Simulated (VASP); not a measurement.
The system is InSb.

```xyz
2
Lattice="0.0000 3.2603 3.2603 3.2603 0.0000 3.2603 3.2603 3.2603 0.0000" Properties=species:S:1:pos:R:3 pbc="T T T"
In    0.0000    0.0000    0.0000
Sb    1.6302    1.6302    1.6302
```

Base run:

| Item | Value |
| --- | --- |
| Program | VASP 6.6.1 |
| Functional | HSE06 |
| Potentials or basis | VASP PAW PBE potentials, release 64 (In_d, Sb) |
| Cutoff | 520 eV |
| k mesh | 4 × 4 × 4 |
| Occupations | gaussian, width 0.03 eV |
| Spin | no spin polarisation |

Its results: band gap on the k mesh 0.45 eV, direct; pressure 0.2 GPa.

Task: The run is repeated on the same cell with these changes: functional from HSE06 to PBE0. What comes out?

Result: Band gap on the k mesh 1.07 eV, direct; pressure 0.0 GPa.

Caveats: the PAW data sets were made with another functional, which shifts forces and pressure a little; spin-orbit coupling is left out, which moves the levels of the heavy elements.
